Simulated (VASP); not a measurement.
Input:

```
CELL_PARAMETERS angstrom
      0.00000     3.12855     3.12855
      3.12855     0.00000     3.12855
      3.12855     3.12855     0.00000
ATOMIC_POSITIONS crystal
  In 0.00000 0.00000 0.00000
  As 0.25000 0.25000 0.25000
```

These are RPBE GGA, VASP's PBE PAW potentials (set 64) (plane waves; VASP) values and carry that method's errors. Run with 520 eV cut-off, Gaussian smearing of 0.050 eV, potentials In_d As.

Problem. Give the energies of bands 7 to 12 at the high-symmetry points, in eV from the Fermi level.

Solution. 
```json
[
 {"band": "7", "Γ": "-0.59", "X": "-5.38", "U": "-5.27", "L": "-5.23", "W": "-5.27"},
 {"band": "8", "Γ": "0.00", "X": "-1.98", "U": "-2.77", "L": "-0.84", "W": "-2.51"},
 {"band": "9", "Γ": "0.00", "X": "-1.98", "U": "-1.66", "L": "-0.84", "W": "-2.42"},
 {"band": "10", "Γ": "0.00", "X": "1.83", "U": "2.22", "L": "0.84", "W": "3.81"},
 {"band": "11", "Γ": "3.90", "X": "2.11", "U": "4.10", "L": "4.66", "W": "4.36"},
 {"band": "12", "Γ": "3.90", "X": "8.64", "U": "6.97", "L": "4.66", "W": "4.80"}
]
```

It has no gap at this level: it comes out as a metal or semimetal.

The compound is InAs in the zinc blende structure. It was relaxed first, which changed the volume by +10 %.
